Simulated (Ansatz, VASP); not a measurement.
# Cross-check of TiSi2N4 (TiSi2N4 monolayer) between VASP and Ansatz, part 2 of 2

Aim: how closely do two programs agree when they are given the same cell, functional and k mesh? The cell is taken from a series of runs on this material, whose earlier steps may have relaxed, scaled, displaced or heated it; both programs get it as it stands.

VASP 6.6.1 and Ansatz 0.2.0.

So far: Set-up; Ansatz: single point, PBE with D3(BJ); VASP: single point, PBE with D3(BJ).

**3. VASP: single point, PBE with D3(BJ) (continued)**

Level of this step: PBE with D3(BJ), no spin polarisation; plane waves and PAW (N, Si, Ti_sv) (VASP).

Numbers of over 12 decimals in the logs are rounded to 6 here.

Parts of OUTCAR (step 3):

```text
ion  position               nearest neighbor table
   1  0.000  0.000  0.362-   5 1.76   5 1.76   5 1.76
   2  0.333  0.667  0.453-   5 1.75   7 2.06   7 2.06   7 2.06
   3  0.333  0.667  0.547-   6 1.75   7 2.06   7 2.06   7 2.06
   4  0.000  0.000  0.638-   6 1.76   6 1.76   6 1.76
   5  0.333  0.667  0.383-   2 1.75   1 1.76   1 1.76   1 1.76
   6  0.333  0.667  0.617-   3 1.75   4 1.76   4 1.76   4 1.76
   7  0.000  0.000  0.500-   2 2.06   3 2.06   2 2.06   3 2.06   2 2.06   3 2.06

  LATTYP: Found a hexagonal cell.
 ALAT       =     2.9211030619
 C/A-ratio  =     8.5148607635

 Subroutine GETGRP returns: Found 12 space group operations
 (whereof 12 operations were pure point group operations)

The static configuration has the point symmetry D_3h.

 Found     37 irreducible k-points:

   k-points           NKPTS =     37   k-points in BZ     NKDIM =     37   number of bands    NBANDS=     27

   dimension x,y,z NGX =    24 NGY =   24 NGZ =  192
   dimension x,y,z NGXF=    48 NGYF=   48 NGZF=  384

   ENCUT  =  520.0 eV  38.22 Ry    6.18 a.u.   5.43  5.43 46.25*2*pi/ulx,y,z

   NELECT =      40.0000    total number of electrons

 k-points in reciprocal lattice and weights: Automatic mesh
   0.00000000  0.00000000  0.00000000       0.003
   0.05555556  0.00000000  0.00000000       0.019
   0.11111111  0.00000000  0.00000000       0.019
   0.16666667  0.00000000  0.00000000       0.019
   0.22222222  0.00000000  0.00000000       0.019
   0.27777778  0.00000000  0.00000000       0.019
   0.33333333 -0.00000000  0.00000000       0.019
   0.38888889  0.00000000  0.00000000       0.019
   0.44444444  0.00000000  0.00000000       0.019
[...]
0.33333333  0.27777778  0.00000000       0.037
   0.33333333  0.33333333  0.00000000       0.006

 dipolmoment           0.000000      0.000000      0.000000 electrons x Angstroem

 average (electrostatic) potential at core
       1 -68.9076       2 -68.2370       3 -68.2370       4 -68.9076       5 -90.2822
       6 -90.2822       7 -81.6587

 E-fermi :  -0.7623

 k-point     1 :       0.0000    0.0000    0.0000
  band No.  band energies     occupation
    ...
     16      -3.1200      2.00000
     17      -3.1199      2.00000
     18      -1.9866      2.00000
     19      -1.8470      2.00000
     20      -1.8470      2.00000
     21       0.9800      0.00000
     22       3.0301      0.00000
     23       3.0301      0.00000
     24       3.1403      0.00000
     25       3.1403      0.00000
    ...

 k-point     2 :       0.0556    0.0000    0.0000
  band No.  band energies     occupation
    ...
     16      -3.2183      2.00000
     17      -3.0802      2.00000
     18      -2.0558      2.00000
     19      -1.9029      2.00000
     20      -1.8057      2.00000
     21       0.9591      0.00000
     22       2.9646      0.00000
     23       3.0144      0.00000
     24       3.0967      0.00000
     25       3.1218      0.00000
    ...

 k-point     3 :       0.1111    0.0000    0.0000
  band No.  band energies     occupation
    ...
     16      -3.3923      2.00000
     17      -2.9672      2.00000
     18      -2.2195      2.00000
     19      -2.0565      2.00000
     20      -1.7893      2.00000
     21       0.8415      0.00000
     22       2.8872      0.00000
     23       2.8945      0.00000
     24       3.0687      0.00000
     25       3.2776      0.00000
    ...

 Edisp (eV)   -1.79183

  Total      -0.03163    -0.03163    -0.00656     0.00000     0.00000     0.00000
  in kB      -0.27572    -0.27572    -0.05717     0.00000     0.00000     0.00000
  external pressure =       -0.20 kB  Pullay stress =        0.00 kB

  energy-cutoff  :      520.00
  volume of cell :      183.80
      direct lattice vectors                 reciprocal lattice vectors
     2.921103062  0.000000000  0.000000000     0.342336432  0.197648031  0.000000000
    -1.460551531  2.529749459  0.000000000     0.000000000  0.395296062  0.000000000
     0.000000000  0.000000000 24.872785848     0.000000000  0.000000000  0.040204584

 POSITION                                       TOTAL-FORCE (eV/Angst)
 -----------------------------------------------------------------------------------
      0.00000      0.00000      9.00000         0.000000     -0.000000      0.016267
     -0.00000      1.68650     11.26149        -0.000000      0.000000     -0.036146
     -0.00000      1.68650     13.61130        -0.000000     -0.000000      0.036146
      0.00000      0.00000     15.87279         0.000000     -0.000000     -0.016267
     -0.00000      1.68650      9.51520        -0.000000     -0.000000     -0.015738
     -0.00000      1.68650     15.35758         0.000000      0.000000      0.015738
      0.00000      0.00000     12.43639         0.000000     -0.000000      0.000000
 -----------------------------------------------------------------------------------
    total drift:                                0.000000     -0.000000     -0.000000

  FREE ENERGIE OF THE ION-ELECTRON SYSTEM (eV)
  ---------------------------------------------------
  free  energy   TOTEN  =       -61.0988332497 eV

  energy  without entropy=      -61.0988329846  energy(sigma->0) =      -61.09883312

 vacuum level on the upper side and lower side of the slab         5.264         5.264

 total charge
# of ion       s       p       d       tot
------------------------------------------
    1        1.225   2.662   0.000   3.887
    2        1.253   2.574   0.000   3.826
    3        1.253   2.574   0.000   3.826
    4        1.225   2.662   0.000   3.887
    5        0.677   0.956   0.000   1.633
    6        0.677   0.956   0.000   1.633
    7        2.225   6.282   1.893  10.400
--------------------------------------------------
tot          8.534  18.665   1.893  29.092

[... 3 further parts left out ...]
```

**4. Side by side**

Known differences besides the potentials themselves: the cutoff is 420 eV in Ansatz and 520 eV in VASP. Total energies have different zeros and are not compared.

Compared:

```
              quantity  Ansatz   VASP  difference
gap on the k mesh (eV)   1.365  1.358      +0.008
```

A gap on the mesh is an upper bound, since the band edges may lie between its points. With vacuum in the cell, a pressure given here is an average over mostly empty space and none of the material.

**5. Results**

| Item | Value |
| --- | --- |
| difference in gap on the k mesh (single point, PBE with D3(BJ)) | 0.0077 eV |

The difference in gap on the k mesh is 0.0077 eV (single point, PBE with D3(BJ)), within the 0.08 eV picked in this series as the mark of a large difference. Such differences can come from data sets, numerical settings and the points named under the comparisons, not from the functional's error against experiment.

[Lines on the potential files, build, host, timing and source positions are cut from VASP's logs without a mark.]

[Logs are printed without paths, hosts, clocks, repeated set-up lines and the standing remarks that a program may print on its own settings, such as how far it seeks lower states.]

[Hosts, paths, dates, database ids (printed as entryN), source tags and the programs' standing remarks are cut or masked in the printed files.]
